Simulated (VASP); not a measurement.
Consider the following.

```xyz
8
Lattice="5.6167 0.0000 0.0000 0.0000 5.6167 0.0000 0.0000 0.0000 5.6167" Properties=species:S:1:pos:R:3 pbc="T T T"
In     0.0000     0.0000     0.0000
P      1.4599     1.4599     1.4599
P      4.1568     4.1568     1.4599
P      4.1568     1.4599     4.1568
P      1.4599     4.1568     4.1568
Ga     2.8083     2.8083     0.0000
Ga     2.8083     0.0000     2.8083
Ga     0.0000     2.8083     2.8083
```

These are HSE06 screened hybrid, VASP's PBE PAW potentials (set 64) (plane waves; VASP) values and carry that method's errors. Run with 400 eV cut-off, 4×4×4 Γ-centred mesh, Gaussian smearing of 0.050 eV, potentials In_d P Ga_d.

**Question.** Give the stress tensor in GPa (positive for a compressed cell).

**Answer.** 
```
-2.06   0.00   0.00
 0.00  -2.06   0.00
 0.00   0.00  -2.06
```
The pressure is its mean diagonal, -2.06 GPa.

The structure was generated: Ga3InP4 was put into an ordered model structure (P-43m), which need not be its known phase. It was relaxed first. The cell's shape comes from a PBE relaxation.
